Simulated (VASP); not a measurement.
An input for Quantum ESPRESSO's pw.x (written as the equivalent of a VASP run, and not itself run):

```
&CONTROL
  calculation = 'relax'
  pseudo_dir = './pseudo'
  outdir = './out'
  tprnfor = .true.
  tstress = .true.
  nstep = 30
  forc_conv_thr = 3.9e-05
/
&SYSTEM
  ibrav = 0
  nat = 4
  ntyp = 2
  ecutwfc = 92
  occupations = 'smearing'
  smearing = 'methfessel-paxton'
  degauss = 0.00735
  input_dft = 'pz'
/
&ELECTRONS
  conv_thr = 7.3e-10
  electron_maxstep = 100
/
&IONS
/
ATOMIC_SPECIES
  Cu 63.546 Cu.upf
  Au 196.967 Au.upf
CELL_PARAMETERS angstrom
     3.6748065    0.0000000    0.0000000
     0.0000000    3.6748065    0.0000000
    -0.0000000    0.0000000    3.6748065
ATOMIC_POSITIONS crystal
  Cu   0.0000000  0.5000000  0.5000000
  Cu   0.5000000  0.0000000  0.5000000
  Cu   0.5000000  0.5000000  0.0000000
  Au   0.0000000  0.0000000  0.0000000
K_POINTS automatic
  8 8 8 0 0 0
```

Q: Write the VASP files for the same calculation (LDA).

A: One answer among several that fit: 
**POSCAR**
```
Cu3Au
1.0
  3.6748065101   0.0000000000   0.0000000000
  0.0000000000   3.6748065101   0.0000000000
  0.0000000000   0.0000000000   3.6748065101
Cu Au
3 1
Direct
  0.0000000000   0.5000000000   0.5000000000
  0.5000000000   0.0000000000   0.5000000000
  0.5000000000   0.5000000000   0.0000000000
  0.0000000000   0.0000000000   0.0000000000
```

INCAR:
```
SYSTEM  =  Cu3Au
PREC  =  Accurate; ENCUT  =  400; LREAL  =  .FALSE.
LASPH  =  .TRUE.
EDIFF  =  1E-8; NELM  =  100; ALGO  =  Normal
LMAXMIX  =  6
ISMEAR  =  1; SIGMA  =  0.1
IBRION  =  1; NSW  =  30; ISIF  =  2
EDIFFG  =  -0.001
LWAVE  =  .FALSE.; LCHARG  =  .FALSE.
```

KPOINTS:
```
Automatic mesh
0
Gamma
8 8 8
0 0 0
```

POTCAR, in this order: Cu Au (LDA.64 set). Program: vasp_std.

Limits of the translation: the potentials are each code's own (VASP's PAW set, PseudoDojo norm-conserving files in pw.x), so ENCUT and ecutwfc are chosen apart and not converted; conv_thr bounds pw.x's estimated SCF error, while EDIFF bounds the energy change between steps; forc_conv_thr acts on force components and is met together with etot_conv_thr.

The compound is Cu3Au in the L1_2 structure. It was relaxed first, which changed the volume by -6 %. The start is the result of an earlier pass.
